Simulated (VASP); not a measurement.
# BaZnPF: Pb into a neighbouring Ba vacancy, part 3 of 4

How hard is this move in BaZnPF: Pb into a neighbouring Ba vacancy? Both ends are relaxed first, then a band of images between them. The start is a cell from a database of measured crystal structures.

VASP 6.6.1, plane waves and PAW; the level of theory is named at each step.

So far. Step 2 (Relax the host): The run ended after 5 ionic steps, 0.024 eV below its first step, once forces and stress met EDIFFG = -0.02. Step 3 (Relax the start): The run ended after 11 ionic steps, 1.254 eV below its first step, once the forces on the free atoms met EDIFFG = -0.05.

## (4) Relax the end

Level of this step: PBEsol; plane waves and PAW (Ba_sv, Pb, Zn, P, F) (VASP).

The end state is relaxed in the same way, so that both ends share their errors.

File INCAR:

```
SYSTEM = Ba2Zn4P4PbF4
PREC = Normal
ENCUT = 400
EDIFF = 1E-05
NELM = 120
ISMEAR = 0
SIGMA = 0.05
LREAL = Auto
ALGO = Fast
GGA = PS
NBANDS = 75
LORBIT = 11
LWAVE = .FALSE.
LCHARG = .FALSE.
NCORE = 5
LASPH = .TRUE.
IBRION = 2
NSW = 60
ISIF = 2
EDIFFG = -0.05
POTIM = 0.4
MAXMIX = 40
ISYM = 0
```

File POSCAR:

```
Ba2Zn4P4PbF4
1.0
    4.1179182574      4.1179182574      0.0000000000
   -4.1179182574      4.1179182574      0.0000000000
    0.0000000000      0.0000000000      9.3989100512
Ba Pb Zn P F
2 1 4 4 4
Direct
    0.7503182901      0.7498545459      0.6696803408
    0.7536059847      0.2507222554      0.3299250531
    0.2497897531      0.2537637525      0.6696906646
   -0.0004677771     -0.0047377046      0.0019459005
    0.4969188015      0.4970162462     -0.0006679487
    0.5007938322      0.0005310670     -0.0020900043
   -0.0022044841      0.5031738308     -0.0009931995
    0.2524163305      0.7512725214      0.8478180878
    0.7535917058      0.2523561877      0.8506934436
    0.2498577661      0.2537957490      0.1492127576
    0.7513372469      0.7469861015      0.1455202767
   -0.0013498056     -0.0008155028      0.5016498165
    0.4965098472      0.4955694068      0.4974568049
    0.5037969526     -0.0004954543      0.4986376221
    0.0010794890      0.5010845828      0.5009967205
```

File KPOINTS:

```
Automatic mesh
0
Gamma
2 2 1
0 0 0
```

PAW data sets: Ba_sv, Pb, Zn, P and F (PBE family, release 64).

Launch:

```
$ mpirun -np 5 vasp_std
```

The program printed:

```text
[... set-up lines as in an earlier step ...]
 entering main loop
       N       E                     dE             d eps       ncg     rms          rms(c)
DAV:   1     0.106318458400E+04    0.10632E+04   -0.45608E+04   600   0.138E+03
DAV:   2     0.952362284935E+02   -0.96795E+03   -0.91814E+03   640   0.369E+02
DAV:   3    -0.627702375291E+02   -0.15801E+03   -0.15483E+03   660   0.159E+02
DAV:   4    -0.724273122551E+02   -0.96571E+01   -0.95996E+01   792   0.374E+01
DAV:   5    -0.726776862996E+02   -0.25037E+00   -0.25016E+00   896   0.515E+00    0.166E+01
RMM:   6    -0.657254122415E+02    0.69523E+01   -0.26033E+01   600   0.207E+01    0.116E+01
RMM:   7    -0.651378575499E+02    0.58755E+00   -0.38675E+00   625   0.840E+00    0.609E+00
RMM:   8    -0.648815411922E+02    0.25632E+00   -0.14127E+00   657   0.322E+00    0.318E+00
RMM:   9    -0.648334908593E+02    0.48050E-01   -0.52324E-01   697   0.275E+00    0.114E+00
RMM:  10    -0.648421903174E+02   -0.86995E-02   -0.14613E-01   835   0.103E+00    0.596E-01
RMM:  11    -0.648428362532E+02   -0.64594E-03   -0.32997E-02   849   0.503E-01    0.265E-01
RMM:  12    -0.648445453335E+02   -0.17091E-02   -0.15132E-02   879   0.275E-01    0.114E-01
RMM:  13    -0.648449044889E+02   -0.35916E-03   -0.49516E-03   946   0.161E-01    0.570E-02
RMM:  14    -0.648451697605E+02   -0.26527E-03   -0.21470E-03   928   0.937E-02    0.308E-02
RMM:  15    -0.648452988774E+02   -0.12912E-03   -0.10357E-03   849   0.612E-02    0.162E-02
RMM:  16    -0.648453510214E+02   -0.52144E-04   -0.48880E-04   742   0.427E-02    0.645E-03
RMM:  17    -0.648453761056E+02   -0.25084E-04   -0.24977E-04   615   0.290E-02    0.525E-03
RMM:  18    -0.648453877654E+02   -0.11660E-04   -0.12462E-04   548   0.209E-02    0.403E-03
RMM:  19    -0.648453940965E+02   -0.63311E-05   -0.68429E-05   492   0.156E-02
   1 F= -.64845394E+02 E0= -.64837663E+02  d E =-.648454E+02
 curvature:   0.00 expect dE= 0.000E+00 dE for cont linesearch  0.000E+00
 trial: gam= 0.00000 g(F)=  0.803E+00 g(S)=  0.000E+00 ort = 0.000E+00 (trialstep = 0.100E+01)
 search vector abs. value=  0.803E+00
 bond charge predicted
       N       E                     dE             d eps       ncg     rms          rms(c)
DAV:   1    -0.653119989904E+02   -0.46661E+00   -0.68506E+01   624   0.293E+01    0.250E+00
RMM:   2    -0.655272819144E+02   -0.21528E+00   -0.26465E+00   627   0.542E+00    0.109E+00
RMM:   3    -0.655273415585E+02   -0.59644E-04   -0.30305E-01   659   0.187E+00    0.650E-01
RMM:   4    -0.655250288814E+02    0.23127E-02   -0.71535E-02   674   0.940E-01    0.381E-01
RMM:   5    -0.655254913012E+02   -0.46242E-03   -0.28384E-02   668   0.502E-01    0.249E-01
RMM:   6    -0.655260530691E+02   -0.56177E-03   -0.80067E-03   799   0.235E-01    0.847E-02
RMM:   7    -0.655262024563E+02   -0.14939E-03   -0.18216E-03   837   0.117E-01    0.446E-02
RMM:   8    -0.655262756461E+02   -0.73190E-04   -0.58072E-04   811   0.716E-02    0.202E-02
RMM:   9    -0.655263092337E+02   -0.33588E-04   -0.27959E-04   713   0.368E-02    0.134E-02
RMM:  10    -0.655263219677E+02   -0.12734E-04   -0.13623E-04   557   0.238E-02    0.815E-03
RMM:  11    -0.655263273323E+02   -0.53646E-05   -0.62135E-05   493   0.165E-02
   2 F= -.65526327E+02 E0= -.65520474E+02  d E =-.680933E+00
[...]
WARNING in EDDRMM: call to ZHEGV failed, returncode =   6  3     37
[... from here on, the cycles between the ionic steps are left out ...]
   3 F= -.65989628E+02 E0= -.65984464E+02  d E =-.114423E+01
   4 F= -.65989960E+02 E0= -.65984771E+02  d E =-.114457E+01
   5 F= -.66049583E+02 E0= -.66045220E+02  d E =-.596232E-01
   6 F= -.66063067E+02 E0= -.66059305E+02  d E =-.731067E-01
   7 F= -.66076393E+02 E0= -.66072954E+02  d E =-.133260E-01
   8 F= -.66078563E+02 E0= -.66075319E+02  d E =-.154966E-01
   9 F= -.66082299E+02 E0= -.66079227E+02  d E =-.373524E-02
  10 F= -.66086298E+02 E0= -.66083472E+02  d E =-.773464E-02
 curvature:  -3.96 expect dE=-0.213E-02 dE for cont linesearch -0.352E-05
 trial: gam= 0.19230 g(F)=  0.539E-03 g(S)=  0.000E+00 ort =-0.537E-04 (trialstep = 0.261E+01)
 search vector abs. value=  0.638E-03
 bond charge predicted
       N       E                     dE             d eps       ncg     rms          rms(c)
DAV:   1    -0.660862504143E+02    0.53718E-04   -0.59866E-01   634   0.315E+00    0.162E-01
RMM:   2    -0.660873466016E+02   -0.10962E-02   -0.11372E-02   633   0.406E-01    0.170E-01
RMM:   3    -0.660873039819E+02    0.42620E-04   -0.12663E-03   638   0.142E-01    0.523E-02
RMM:   4    -0.660873039053E+02    0.76565E-07   -0.37231E-04   641   0.656E-02    0.283E-02
RMM:   5    -0.660873092986E+02   -0.53933E-05   -0.99632E-05   595   0.312E-02
  11 F= -.66087309E+02 E0= -.66084401E+02  d E =-.101132E-02
 trial-energy change:   -0.001011  1 .order   -0.000995   -0.001378   -0.000612
 step:   4.6902(harm=  4.6902)  dis= 0.00824  next Energy=   -66.087537 (dE=-0.124E-02)
 reached required accuracy - stopping structural energy minimisation
```

It took 2.6 min on 5 MPI ranks of AMD EPYC 7R43, shared host; peak memory 0.5 GiB.

From OUTCAR (step 4):

```text
 Found      4 irreducible k-points:

   NELECT =     120.0000    total number of electrons

 E-fermi :   1.8211

 k-point     1 :       0.0000    0.0000    0.0000
  band No.  band energies     occupation
    ...
     54      -0.3333      2.00000
     55      -0.1676      2.00000
     56      -0.0964      2.00000
     57      -0.0296      2.00000
     58       0.0924      2.00000
     59       2.0369      0.00000
     60       2.2349      0.00000
     61       2.2598      0.00000
     62       2.8814      0.00000
     63       4.1378      0.00000
    ...

 k-point     2 :       0.5000    0.0000    0.0000
  band No.  band energies     occupation
    ...
     56       0.7950      2.00000
     57       0.8339      2.00000
     58       0.8375      2.00000
     59       1.1604      2.00000
     60       1.6483      2.00000
     61       1.8684      0.18101
     62       5.0729      0.00000
     63       5.3790      0.00000
     64       5.5796      0.00000
     65       5.6935      0.00000
    ...

  Total       -8.1451839     -8.1867442     -3.8914091     -0.9363105      0.0109110     -0.0225587
  in kB      -40.9400665    -41.1489608    -19.5593553     -4.7061694      0.0548420     -0.1133864
  external PRESSURE =     -33.8827942 kB  Pullay stress =       0.0000000 kB

 POSITION                                       TOTAL-FORCE (eV/Angst)
 -----------------------------------------------------------------------------------
      0.00101      6.17708      6.14032        -0.005877      0.001907      0.006851
      2.06296      4.12126      3.17879         0.000124     -0.007945      0.018033
      0.00227      2.06417      6.01819        -0.000614     -0.004030      0.041628
     -4.09929      4.10755      9.38800         0.003254     -0.004472     -0.008985
     -0.01536      4.13033      9.38004        -0.007223      0.003687      0.002487
     -2.04694      6.16139      9.38509         0.008730     -0.008284     -0.009869
     -2.06797      2.07794      9.38630        -0.006872      0.000008     -0.010279
     -2.05919      4.11906      8.03765         0.003332     -0.001027     -0.019084
      2.06164      4.11900      8.04333         0.000995      0.004193     -0.000666
      0.00293      2.06209      1.24866        -0.002721      0.002619     -0.019625
      0.00059      6.17561      1.33855         0.004716      0.006623     -0.003292
     -0.07408      0.09659      4.81522         0.013580      0.016401     -0.002502
      0.07655      4.02593      4.80526        -0.015106     -0.016942      0.010826
      1.96337      2.13589      4.80982        -0.002404     -0.010742     -0.001172
     -1.96100      1.98403      4.81332         0.006085      0.018005     -0.004351
 -----------------------------------------------------------------------------------
    total drift:                               -0.003757      0.003058     -0.006736

  FREE ENERGIE OF THE ION-ELECTRON SYSTEM (eV)
  ---------------------------------------------------
  free  energy   TOTEN  =       -66.0873092986 eV

  energy  without entropy=      -66.0814922663  energy(sigma->0) =      -66.08440078

 total charge
# of ion       s       p       d       tot
------------------------------------------
    1        2.001   5.612   0.297   7.910
    2        1.999   5.610   0.271   7.880
    3        1.779   0.906   0.195   2.879
    4        0.546   0.505   9.751  10.803
    5        0.546   0.506   9.751  10.803
    6        0.546   0.506   9.751  10.804
    7        0.546   0.505   9.751  10.803
    8        1.049   1.424   0.000   2.473
    9        1.049   1.420   0.000   2.469
   10        1.051   1.421   0.000   2.472
   11        1.052   1.417   0.000   2.468
   12        1.774   4.356   0.000   6.130
   13        1.774   4.356   0.000   6.130
   14        1.774   4.356   0.000   6.130
   15        1.774   4.356   0.000   6.131
--------------------------------------------------
tot         19.262  37.256  39.768  96.286

[... 6 parts as in an earlier step ...]

[... 4 further parts left out ...]
```

CONTCAR:

```
Ba2Zn4P4PbF4
   1.00000000000000
     4.1179182574000004    4.1179182574000004    0.0000000000000000
    -4.1179182574000004    4.1179182574000004    0.0000000000000000
     0.0000000000000000    0.0000000000000000    9.3989100511999997
  Ba              Pb              Zn              P               F
     2     1     4     4     4
Direct
     0.7501473650414460    0.7499018098982639    0.6533013938298340
     0.7508917743750970    0.2499207871486442    0.3382081854109457
     0.2509081921276022    0.2503580738837649    0.6403070075406136
     0.0010029849156228    0.9964792631610465    0.9988393849037477
     0.4996422021260585    0.5033728495920271    0.9979918868462880
     0.4995792816291356    0.9966605834722924    0.9985294105066888
     0.0012105891401540    0.5033988999045637    0.9986586712056014
     0.2501112713797636    0.7501662750523417    0.8551680966260952
     0.7504571976543355    0.2498055978025617    0.8557728087201759
     0.2507357048924913    0.2500243187737763    0.1328519977845157
     0.7499175627734713    0.7497740787416187    0.1424152126025608
     0.0027333824066628    0.0207236188629502    0.5123173142474916
     0.4981255010932426    0.4795363893912435    0.5112575232251800
     0.4977346697816934    0.0209476111495104    0.5117424179199915
     0.0027962535632278    0.4790074284653858    0.5121150248302494
```

Relaxation path:

| step | energy less that of the first step (eV) | largest force (eV/Å) |
| --- | --- | --- |
| 1 | 0.0000 | 2.8147 |
| 2 | -0.6809 | 2.0835 |
| 3 | -1.1442 | 0.6045 |
| 4 | -1.1446 | 0.5671 |
| 5 | -1.2042 | 0.3797 |
| 6 | -1.2177 | 0.3883 |
| 7 | -1.2310 | 0.1294 |
| 8 | -1.2332 | 0.1078 |
| 9 | -1.2369 | 0.0809 |
| 10 | -1.2409 | 0.0554 |
| 11 | -1.2419 | 0.0418 |

The atoms that moved most (Å):

| atom | dx | dy | dz | length |
| --- | --- | --- | --- | --- |
| Pb3 | 0.019 | -0.009 | -0.276 | 0.277 |
| F14 | -0.113 | 0.063 | 0.123 | 0.179 |
| F15 | 0.098 | -0.084 | 0.104 | 0.166 |
| F12 | -0.072 | 0.106 | 0.100 | 0.162 |
| F13 | 0.073 | -0.059 | 0.130 | 0.160 |
| P10 | 0.019 | -0.012 | -0.154 | 0.155 |
| Ba1 | -0.001 | -0.001 | -0.154 | 0.154 |
| Ba2 | -0.008 | -0.014 | 0.078 | 0.080 |

Final coordinates:

```xyz
15
Lattice="4.1179 4.1179 0.0000 -4.1179 4.1179 0.0000 0.0000 0.0000 9.3989" Properties=species:S:1:pos:R:3 pbc="T T T"
Ba    0.0010    6.1771    6.1403
Ba    2.0630    4.1213    3.1788
Pb    0.0023    2.0642    6.0182
Zn    0.0186   -0.0104   -0.0109
Zn   -0.0154    4.1303   -0.0189
Zn    2.0710    2.0435   -0.0138
Zn   -2.0680    2.0779   -0.0126
P    -2.0592    4.1191    8.0376
P     2.0616    4.1190    8.0433
P     0.0029    2.0621    1.2487
P     0.0006    6.1756    1.3385
F    -0.0741    0.0966    4.8152
F     0.0765    4.0259    4.8053
F     1.9634    2.1359    4.8098
F    -1.9610    1.9840    4.8133
```

Numbers from this step:

```yaml
free_energy_toten: -66.0873 eV
energy_at_zero_smearing: -66.0844 eV
```

The run ended after 11 ionic steps, 1.242 eV below its first step, once the forces on the free atoms met EDIFFG = -0.05.

(Part 3 of 4 ends here.)

[Lines on the potential files, build, host, timing and source positions are cut from VASP's logs without a mark.]

[Logs are printed without paths, hosts, clocks, repeated set-up lines and the standing remarks that a program may print on its own settings, such as how far it seeks lower states.]

[Hosts, paths, dates, database ids (printed as entryN), source tags and the programs' standing remarks are cut or masked in the printed files.]

[Runs that stopped without an error message from VASP are left out.]
